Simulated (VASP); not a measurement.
# LiRe (Fm-3m) in VASP: single point with r2SCAN

Aim: the single point of LiRe with r2SCAN.

Program: VASP 6.6.1. These are calculated values, not measurements. Logs are shortened: lines on timing, memory, paths and dates and some standing lists are left out, and cuts for length are marked.

### Step 1. Starting point

It takes space group Fm-3m (No. 225, cubic). The conventional cell has a = 4.570 Å, b = 4.570 Å, c = 4.570 Å, α = 90.00°, β = 90.00°, γ = 90.00°. Around Li (site symmetry m-3m) lie 6 Re at 2.28 Å. Around Re (site symmetry m-3m) lie 6 Li at 2.28 Å.

The cell was built by a generator and needn't be a form met in nature.

### Step 2. Single point, r2SCAN

POSCAR

```
LiRe
1.0
    0.0000000000      2.2849500500      2.2849500500
    2.2849500500      0.0000000000      2.2849500500
    2.2849500500      2.2849500500      0.0000000000
Li Re
1 1
Direct
    0.0000000000      0.0000000000      0.0000000000
    0.5000000000      0.5000000000      0.5000000000
```

INCAR.step1

```
SYSTEM = LiRe
  PREC = Accurate
  ENCUT = 520
  ISMEAR = -5
  SIGMA = 0.1
  LREAL = .FALSE.
  LASPH = .TRUE.
  NELM = 100
  LMAXMIX = 4
  GGA = PE
  ALGO = Normal
  EDIFF = 1E-4
  LWAVE = .TRUE.
  LCHARG = .FALSE.
```

INCAR.step2

```
SYSTEM = LiRe
  PREC = Accurate
  ENCUT = 520
  EDIFF = 1E-6
  ISMEAR = -1
  SIGMA = 0.1
  LREAL = .FALSE.
  LASPH = .TRUE.
  NELM = 100
  ALGO = Normal
  ISIF = 2
  LWAVE = .FALSE.
  LCHARG = .FALSE.
  LMAXMIX = 4
  METAGGA = R2SCAN
  LMIXTAU = .TRUE.
  LORBIT = 11
  ISTART = 1
```

KPOINTS

```
Automatic mesh
0
G
  13 13 13
  0 0 0
```

Potentials or basis: VASP PAW PBE potentials, release 64 (Li_sv, Re).

Command:

```console
cat potpaw_PBE.64/Li_sv/POTCAR potpaw_PBE.64/Re/POTCAR > POTCAR
cp INCAR.step1 INCAR
mpirun -np 1 vasp_std > vasp.out
cp INCAR.step2 INCAR
mpirun -np 1 vasp_std > vasp.out
```

OUTCAR:

```text
SYSTEM = LiRe
   PREC = Accurate
   ENCUT = 520
   EDIFF = 1E-6
   ISMEAR = -1
   LREAL = .FALSE.
   LASPH = .TRUE.
   NELM = 100
   ISIF = 2
   METAGGA = R2SCAN
   LORBIT = 11
   ISTART = 1

 ion  position               nearest neighbor table
   1  0.000  0.000  0.000-   2 2.28   2 2.28   2 2.28   2 2.28   2 2.28   2 2.28
   2  0.500  0.500  0.500-   1 2.28   1 2.28   1 2.28   1 2.28   1 2.28   1 2.28

  LATTYP: Found a face centered cubic cell.
 ALAT       =     4.5699001000

  Lattice vectors:

 A1 = (   0.0000000000,   2.2849500500,   2.2849500500)
 A2 = (   2.2849500500,   0.0000000000,   2.2849500500)
 A3 = (   2.2849500500,   2.2849500500,   0.0000000000)

Analysis of symmetry for initial positions (statically):
=====================================================================
 Subroutine PRICEL returns:
 Original cell was already a primitive cell.

 Routine SETGRP: Setting up the symmetry group for a
 face centered cubic supercell.

 Subroutine GETGRP returns: Found 48 space group operations
 (whereof 48 operations were pure point group operations)
 out of a pool of 48 trial point group operations.

The static configuration has the point symmetry O_h .

Analysis of symmetry for dynamics (positions and initial velocities):
=====================================================================
 Subroutine PRICEL returns:
 Original cell was already a primitive cell.

 Routine SETGRP: Setting up the symmetry group for a
 face centered cubic supercell.

 Subroutine GETGRP returns: Found 48 space group operations
 (whereof 48 operations were pure point group operations)
 out of a pool of 48 trial point group operations.

The dynamic configuration has the point symmetry O_h .

 Subroutine INISYM returns: Found 48 space group operations
 (whereof 48 operations are pure point group operations),
 and found     1 'primitive' translations

----------------------------------------------------------------------------------------

                                     Primitive cell

  volume of cell :      23.8594

  direct lattice vectors                    reciprocal lattice vectors
     0.000000000  2.284950050  2.284950050    -0.218823164  0.218823164  0.218823164
     2.284950050  0.000000000  2.284950050     0.218823164 -0.218823164  0.218823164
     2.284950050  2.284950050  0.000000000     0.218823164  0.218823164 -0.218823164

  length of vectors
     3.231407350  3.231407350  3.231407350     0.379012838  0.379012838  0.379012838

  position of ions in fractional coordinates (direct lattice)
     0.000000000  0.000000000  0.000000000
     0.500000000  0.500000000  0.500000000

  ion indices of the primitive-cell ions
   primitive index   ion index
                 1           1
                 2           2

----------------------------------------------------------------------------------------

 KPOINTS: Automatic mesh

Automatic generation of k-mesh.
 Grid dimensions read from file:
 generate k-points for:   13   13   13

 Generating k-lattice:

  Cartesian coordinates                     Fractional coordinates (reciprocal lattice)
    -0.016832551  0.016832551  0.016832551     0.076923077  0.000000000  0.000000000
     0.016832551 -0.016832551  0.016832551     0.000000000  0.076923077  0.000000000
     0.016832551  0.016832551 -0.016832551     0.000000000  0.000000000  0.076923077

  Length of vectors
     0.029154834  0.029154834  0.029154834

  Shift w.r.t. Gamma in fractional coordinates (k-lattice)
     0.000000000  0.000000000  0.000000000

 Subroutine IBZKPT returns following result:
 ===========================================

 Found     84 irreducible k-points:

 Following reciprocal coordinates:
            Coordinates               Weight
  0.000000  0.000000  0.000000      1.000000
  0.076923  0.000000  0.000000      8.000000
  0.153846  0.000000  0.000000      8.000000
  0.230769  0.000000  0.000000      8.000000
  0.307692  0.000000  0.000000      8.000000
  0.384615  0.000000  0.000000      8.000000
[... 16 lines left out ...]
  0.384615  0.153846  0.000000     24.000000
  0.461538  0.153846  0.000000     24.000000
 [... further k-points ...]
   k-points           NKPTS =     84   k-points in BZ     NKDIM =     84   number of bands    NBANDS=      9
   number of dos      NEDOS =    301   number of ions     NIONS =      2
   total plane-waves  NPLWV =  13824
   dimension x,y,z NGX =    24 NGY =   24 NGZ =   24
   dimension x,y,z NGXF=    48 NGYF=   48 NGZF=   48
   ions per type =               1   1
   NGX,Y,Z   is equivalent  to a cutoff of  12.35, 12.35, 12.35 a.u.
   NGXF,Y,Z  is equivalent  to a cutoff of  24.69, 24.69, 24.69 a.u.
 SYSTEM =  LiRe
   PREC   = accura    normal or accurate (medium, high low for compatibility)
   ISTART =      1    job   : 0-new  1-cont  2-samecut
   ICHARG =      0    charge: 1-file 2-atom 10-const
   ISPIN  =      1    spin polarized calculation?
   LNONCOLLINEAR =      F non collinear calculations
   LSORBIT =      F    spin-orbit coupling
   LASPH  =      T    aspherical Exc in radial PAW
   ENCUT  =  520.0 eV  38.22 Ry    6.18 a.u.   6.01  6.01  6.01*2*pi/ulx,y,z
   NELM   =    100;   NELMIN=  2; NELMDL=  0     # of ELM steps
   EDIFF  = 0.1E-05   stopping-criterion for ELM
   LREAL  =      F    real-space projection
[... 7 lines left out ...]
   TEBEG  =    0.0;   TEEND  =   0.0 temperature during run
   PSTRESS=    0.0 pullay stress
   NELECT =      10.0000    total number of electrons
   NUPDOWN=      -1.0000    fix difference up-down
   EMIN   =  10.00;   EMAX   =-10.00  energy-range for DOS
   EFERMI =   0.00;   METHOD = LEGACY
   ISMEAR =    -1;   SIGMA  =   0.10  broadening in eV -4-tet -1-fermi 0-gaus
   EFERMI_NEDOS =   21; number of points for ismear=-14 and -15
   IALGO  =     38    algorithm
   IMIX   =      4    mixing-type and parameters
     AMIX     =   0.40;   BMIX     =  1.00
     AMIX_MAG =   1.60;   BMIX_MAG =  1.00
  volume/ion in A,a.u.               =      11.93        80.51
  Fermi-wavevector in a.u.,A,eV,Ry     =   1.225147  2.315192 20.422136  1.500985
  Thomas-Fermi vector in A             =   2.360195
   LORBIT       =     11    0 simple, 1 ext, 2 COOP (PROOUT), +10 PAW based schemes
   METAGGA = R2SCAN    functional components
   LHFCALC =     F    Hartree Fock is set to
   AEXX    =    0.0000 exact exchange contribution
   IVDW    =     0    specifies the selected vdW correction
   LEPSILON=     F    determine dielectric tensor
   LRPA    =     F    only Hartree local field effects (RPA)
 non-spin polarized calculation
  energy-cutoff  :      520.00
  volume of cell :       23.86
 maximum number of plane-waves:       654
   NGX = 13   NGY = 13   NGZ = 13

 number of electron       9.9999993 magnetization

 Free energy of the ion-electron system (eV)
  ---------------------------------------------------
  ext. energy  EPLUGINS =         0.00000000
  ---------------------------------------------------
  free energy    TOTEN  =       -51.69198143 eV

  energy without entropy =      -51.66117801  energy(sigma->0) =      -51.67657972

 E-fermi :   5.3542     XC(G=0): -13.1244

 val. band max:        5.2914594401   @ k =   0.0769   0.0000   0.0000
 cond. band min:       5.3599123044   @ k =  -0.1538   0.2308   0.0769
 fundamental gap:      0.0684528642
 Fermi energy:         5.3541654246

 k-point     1 :       0.0000    0.0000    0.0000
  band No.  band energies     occupation
      1     -40.4544      2.00000
      2      -1.9593      2.00000
      3       4.1604      1.99999
      4       4.1604      1.99999
      5       4.1604      1.99999
      6       5.3727      0.90756
      7       5.3727      0.90747
      8      16.6808      0.00000
      9      16.6808      0.00000

 k-point     2 :       0.0769    0.0000    0.0000
  band No.  band energies     occupation
      1     -40.4524      2.00000
      2      -1.8181      2.00000
      3       4.0352      2.00000
      4       4.2269      1.99997
      5       4.2269      1.99997
      6       5.2914      1.30372
      7       5.2915      1.30364
      8      16.6558      0.00000
      9      16.9916      0.00000

 k-point     3 :       0.1538    0.0000    0.0000
  band No.  band energies     occupation
      1     -40.4471      2.00000
      2      -1.4288      2.00000
      3       3.7606      2.00000
      4       4.2906      1.99995
      5       4.2907      1.99995
      6       5.2274      1.56075
      7       5.2274      1.56070
      8      16.4223      0.00000
      9      17.8443      0.00000

 k-point     4 :       0.2308    0.0000    0.0000
  band No.  band energies     occupation
      1     -40.4396      2.00000
      2      -0.9098      2.00000
      3       3.5937      2.00000
      4       4.0744      1.99999
      5       4.0744      1.99999
      6       5.5402      0.26937
      7       5.5402      0.26934
      8      15.5263      0.00000
      9      19.0230      0.00000

 k-point     5 :       0.3077    0.0000    0.0000
  band No.  band energies     occupation
      1     -40.4316      2.00000
      2      -0.4783      2.00000
      3       3.7289      2.00000
      4       3.7290      2.00000
      5       3.8562      2.00000
      6       6.1133      0.00101
      7       6.1133      0.00101
      8      13.7751      0.00000
      9      19.7388      0.00000

 k-point     6 :       0.3846    0.0000    0.0000
  band No.  band energies     occupation
      1     -40.4251      2.00000
      2      -0.2875      2.00000
      3       3.4409      2.00000
      4       3.4410      2.00000
      5       4.7026      1.99704
      6       6.7019      0.00000
      7       6.7019      0.00000
      8      11.6899      0.00000
      9      20.0192      0.00000
[... 169 lines left out ...]
 k-point    21 :       0.2308    0.1538    0.0000
  band No.  band energies     occupation
      1     -40.4418      2.00000
      2      -0.7152      2.00000
      3       3.2137      2.00000
      4       4.0135      2.00000
      5       4.6953      1.99725
      6       4.9752      1.95578
      7       5.8479      0.01424
      8      16.1199      0.00000
      9      16.5972      0.00000

 k-point    22 :       0.3077    0.1538    0.0000
  band No.  band energies     occupation
      1     -40.4362      2.00000
      2      -0.1471      2.00000
      3       3.0269      2.00000
      4       3.6556      2.00000
      5       4.5068      1.99958
      6       5.6252      0.12472
      7       6.3268      0.00012
      8      14.7599      0.00000
      9      16.7426      0.00000

 k-point    23 :       0.3846    0.1538    0.0000
  band No.  band energies     occupation
      1     -40.4307      2.00000
      2       0.2566      2.00000
      3       3.1560      2.00000
      4       3.4922      2.00000
      5       4.1890      1.99998
      6       6.5031      0.00002
      7       6.8662      0.00000
      8      12.7550      0.00000
      9      16.8859      0.00000

 k-point    24 :       0.4615    0.1538    0.0000
  band No.  band energies     occupation
      1     -40.4263      2.00000
      2       0.3759      2.00000
      3       3.1361      2.00000
      4       3.8965      2.00000
      5       4.0520      2.00000
      6       7.1937      0.00000
      7       7.5529      0.00000
      8      10.7176      0.00000
      9      17.1568      0.00000

 [... further k-points ...]
[... 5 lines left out ...]
  --------------------------------------------------------------------------------------
  -------------------------------------------------------------------------------------
  Total        0.3925890      0.3925890      0.3925890      0.0000000     -0.0000000      0.0000000
  in kB       26.3626193     26.3626193     26.3626193      0.0000000     -0.0000000      0.0000000
  external PRESSURE =      26.3626193 kB  Pullay stress =       0.0000000 kB

 VOLUME and BASIS-vectors are now :
 -----------------------------------------------------------------------------
  energy-cutoff  :      520.00
  volume of cell :       23.86
      direct lattice vectors                 reciprocal lattice vectors
     0.000000000  2.284950050  2.284950050    -0.218823164  0.218823164  0.218823164
     2.284950050  0.000000000  2.284950050     0.218823164 -0.218823164  0.218823164
     2.284950050  2.284950050  0.000000000     0.218823164  0.218823164 -0.218823164

 POSITION                                       TOTAL-FORCE (eV/Angst)
 -----------------------------------------------------------------------------------
      0.00000      0.00000      0.00000         0.000000      0.000000      0.000000
      2.28495      2.28495      2.28495        -0.000000     -0.000000     -0.000000
 -----------------------------------------------------------------------------------
    total drift:                                0.000000     -0.000000     -0.000000

  FREE ENERGIE OF THE ION-ELECTRON SYSTEM (eV)
  ---------------------------------------------------
  free  energy   TOTEN  =       -51.6919814275 eV

  energy  without entropy=      -51.6611780120  energy(sigma->0) =      -51.67657972

 total charge

# of ion       s       p       d       tot
------------------------------------------
    1        2.101   0.165   0.000   2.266
    2        0.524   0.394   4.767   5.685
--------------------------------------------------
tot          2.625   0.559   4.767   7.951
```

Wall time 32 s (1 thread of Intel Xeon 6975P-C (Granite Rapids), shared host); peak memory 0.16 GiB.

What came out:

```
Free energy                                           : -51.6920 eV
Band gap on the k mesh                                : none (metal or under the smearing width)
Valence electrons inside the program's atomic spheres : Li 2.27; Re 5.68
```

Caveat: the cutoff is under 1.25 times the usual one of these potentials, so pressure, stress and relaxed cells hold a basis-set (Pulay) error; the PAW data sets were made with another functional, which shifts forces and pressure a little. Spin-orbit coupling is left out, which matters for the levels of Re.
